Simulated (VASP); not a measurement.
Input:

```yaml
crystal:
  lattice:
    - [0.00000, 2.24333, 2.24333]
    - [2.24333, 0.00000, 2.24333]
    - [2.24333, 2.24333, 0.00000]
  atoms:
    - { symbol: B, position: [0.00000, 0.00000, 0.00000] }
    - { symbol: P, position: [0.25000, 0.25000, 0.25000] }
```

Computed with r2SCAN meta-GGA, VASP's PBE PAW potentials (set 64) (plane waves; VASP 6.6.1). Settings: 600 eV cut-off, 10×10×10 Γ-centred mesh, Gaussian smearing of 0.050 eV, potentials B P.

Task: Give the stress tensor in GPa (positive for a compressed cell).

Result: 
```
5.45  0.00  0.00
0.00  5.45  0.00
0.00  0.00  5.45
```
The pressure is its mean diagonal, 5.45 GPa.

The compound is BP in the zinc blende structure. This cell was strained or had an atom moved on purpose.
